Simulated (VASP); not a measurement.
# FGaSiClH3 in VASP: a series of runs, part 2 of 3

VASP 6.6.1.

### 4 Atomic charges, PBE+TS

INCAR

```
PREC = Accurate
ENCUT = 520
EDIFF = 1E-7
ISMEAR = 0
SIGMA = 0.01
LREAL = F
LASPH = T
NELM = 100
ALGO = Normal
ISIF = 2
LWAVE = F
LCHARG = F
GGA = PE
IVDW = 2
LORBIT = 10
```

KPOINTS

```
regular mesh
0
Gamma
  1 1 1
```

POSCAR

```
GaSiH3ClF
1.0
   14.0000000000      0.0000000000      0.0000000000
    0.0000000000     14.0000000000      0.0000000000
    0.0000000000      0.0000000000     12.0000000000
F Ga Si Cl H
1 1 1 1 3
Direct
    0.5260071400      0.3389642900      0.5416833300
    0.4792857100      0.4420428600      0.4792750000
    0.5645285700      0.5901000000      0.4831416700
    0.3432714300      0.4157357100      0.4044666700
    0.5087214300      0.6640357100      0.4232000000
    0.5786928600      0.6184642900      0.6012000000
    0.6585857100      0.5758571400      0.4284916700
```

Potentials or basis: VASP PAW PBE potentials, release 64 (F, Ga_d, Si, Cl, H).

Started as:

```
$ cat potpaw_PBE.64/F/POTCAR potpaw_PBE.64/Ga_d/POTCAR potpaw_PBE.64/Si/POTCAR potpaw_PBE.64/Cl/POTCAR potpaw_PBE.64/H/POTCAR > POTCAR
$ mpirun -np 1 vasp_gam > vasp.out
```

OUTCAR:

```text
PREC = Accurate
   ENCUT = 520
   EDIFF = 1E-7
   ISMEAR = 0
   LREAL = F
   LASPH = T
   NELM = 100
   ISIF = 2
   GGA = PE
   IVDW = 2
   LORBIT = 10
  IVDW =   2

 ion  position               nearest neighbor table
   1  0.526  0.339  0.542-   2 1.75
   2  0.479  0.442  0.479-   1 1.75   4 2.14   3 2.39
   3  0.565  0.590  0.483-   5 1.48   7 1.48   6 1.48   2 2.39
   4  0.343  0.416  0.404-   2 2.14
   5  0.509  0.664  0.423-   3 1.48
   6  0.579  0.618  0.601-   3 1.48
   7  0.659  0.576  0.428-   3 1.48

  LATTYP: Found a simple tetragonal cell.
 ALAT       =    14.0000000000
 C/A-ratio  =     0.8571428571

  Lattice vectors:

 A1 = (  14.0000000000,   0.0000000000,   0.0000000000)
 A2 = (   0.0000000000,  14.0000000000,   0.0000000000)
 A3 = (   0.0000000000,   0.0000000000,  12.0000000000)

Analysis of symmetry for initial positions (statically):
=====================================================================
 Subroutine PRICEL returns:
 Original cell was already a primitive cell.

 Routine SETGRP: Setting up the symmetry group for a
 simple tetragonal supercell.

 Subroutine GETGRP returns: Found  1 space group operations
 (whereof  1 operations were pure point group operations)
 out of a pool of 16 trial point group operations.

The static configuration has the point symmetry C_1 .

Analysis of symmetry for dynamics (positions and initial velocities):
=====================================================================
 Subroutine PRICEL returns:
 Original cell was already a primitive cell.

 Routine SETGRP: Setting up the symmetry group for a
 simple tetragonal supercell.

[... 132 lines left out ...]
  ---------------------------------------------------
  ext. energy  EPLUGINS =         0.00000000
  ---------------------------------------------------
  free energy    TOTEN  =       -26.24817297 eV

  energy without entropy =      -26.24817297  energy(sigma->0) =      -26.24817297

 E-fermi :  -7.1367     XC(G=0):  -0.7550

 val. band max:       -7.1918009109   @ k =   0.0000   0.0000   0.0000
 cond. band min:      -2.3945124828   @ k =   0.0000   0.0000   0.0000
 fundamental gap:      4.7972884282
 Fermi energy:        -7.1367017227

 k-point     1 :       0.0000    0.0000    0.0000
  band No.  band energies     occupation
      1     -28.0222      2.00000
      2     -20.6705      2.00000
      3     -19.8861      2.00000
      4     -19.8512      2.00000
      5     -19.8463      2.00000
      6     -19.6816      2.00000
[... 13 lines left out ...]
     20      -0.8741      0.00000
     21      -0.4536      0.00000

------------------------ aborting loop because EDIFF is reached ----------------------------------------

  Hirshfeld charges:
            ion         q(e)
   ------------------------------
      1     F       -0.28789792
      2     Ga       0.41612640
      3     Si       0.21845567
      4     Cl      -0.19155837
      5     H       -0.05234119
      6     H       -0.05145193
      7     H       -0.05133266

  Tkatchenko/Scheffler method for vdW energy calculation

  Number of pair interactions contributing to vdW energy:    6235

  Edisp (eV):   -0.05479

  FORCE on cell =-STRESS in cart. coord.  units (eV):
  Direction    XX          YY          ZZ          XY          YZ          ZX
  --------------------------------------------------------------------------------------
  -------------------------------------------------------------------------------------
  Total       0.55842     0.66936     0.42715    -0.36489    -0.34013     0.30983
  in kB       0.38040     0.45597     0.29098    -0.24856    -0.23170     0.21106
  external pressure =        0.38 kB  Pullay stress =        0.00 kB

 VOLUME and BASIS-vectors are now :
 -----------------------------------------------------------------------------
  energy-cutoff  :      520.00
  volume of cell :     2352.00
      direct lattice vectors                 reciprocal lattice vectors
    14.000000000  0.000000000  0.000000000     0.071428571  0.000000000  0.000000000
     0.000000000 14.000000000  0.000000000     0.000000000  0.071428571  0.000000000
     0.000000000  0.000000000 12.000000000     0.000000000  0.000000000  0.083333333

 POSITION                                       TOTAL-FORCE (eV/Angst)
 -----------------------------------------------------------------------------------
      7.36410      4.74550      6.50020         0.220894     -0.490220      0.254293
      6.71000      6.18860      5.75130        -0.056386      0.537571     -0.180936
      7.90340      8.26140      5.79770        -0.040449     -0.060783     -0.003907
      4.80580      5.82030      4.85360        -0.161468     -0.035938     -0.075207
      7.12210      9.29650      5.07840        -0.080028      0.070909     -0.063284
      8.10170      8.65850      7.21440         0.009068      0.015681      0.125922
      9.22020      8.06200      5.14190         0.108369     -0.037220     -0.056881
 -----------------------------------------------------------------------------------
    total drift:                               -0.000199      0.000131      0.000313

  FREE ENERGIE OF THE ION-ELECTRON SYSTEM (eV)
  ---------------------------------------------------
  free  energy   TOTEN  =       -26.3029655688 eV

  energy  without entropy=      -26.3029655688  energy(sigma->0) =      -26.30296557

 total charge

# of ion       s       p       d       tot
------------------------------------------
    1        1.743   4.327   0.000   6.070
    2        0.887   0.732  10.095  11.714
    3        0.730   1.014   0.000   1.745
    4        1.603   3.517   0.000   5.120
    5        0.568   0.014   0.000   0.582
    6        0.567   0.014   0.000   0.581
    7        0.567   0.014   0.000   0.581
--------------------------------------------------
tot          6.666   9.632  10.095  26.392
```

stdout:

```text
POSCAR found type information on POSCAR F GaSiClH
 POSCAR found :  5 types and       7 ions
 scaLAPACK will be used
 LDA part: xc-table for (Slater+PW92), standard interpolation
 POSCAR, INCAR and KPOINTS ok, starting setup
 FFT: planning ... GRIDC
 FFT: planning ... GRID_SOFT
 FFT: planning ... GRID
 WAVECAR not read
 entering main loop
 augmentation electrons   34.0001867801357
 total        electrons   34.0001867801357
 augmentation electrons   38.9715275712387
 total        electrons   38.9715275712387
 augmentation electrons   8.59961241315902
 soft         electrons   25.4005754918266
 total        electrons   34.0001879049856
 translations:           1           1           1
```

It took 2.7 min on 1 thread of Intel Xeon 6975P-C (Granite Rapids), shared host; peak memory 1.6 GiB.

What came out:

| Item | Value |
| --- | --- |
| Free energy | -26.3030 eV |
| Largest force | 0.595 eV/Å |
| Gap between the frontier levels | 4.80 eV |
| Valence electrons inside the program's atomic spheres | F 6.07; Ga 11.71; Si 1.75; Cl 5.12; H 0.58 |
| Hirshfeld charges | F -0.29; Ga +0.42; Si +0.22; Cl -0.19; H -0.05 e |
| Dispersion energy per atom | -0.008 eV |

Forces on the atoms (eV/Å):
```
F    0.221 -0.490  0.254
Ga  -0.056  0.538 -0.181
Si  -0.040 -0.061 -0.004
Cl  -0.161 -0.036 -0.075
H   -0.080  0.071 -0.063
H    0.009  0.016  0.126
H    0.108 -0.037 -0.057
```

(Continued in part 3 of 3.)
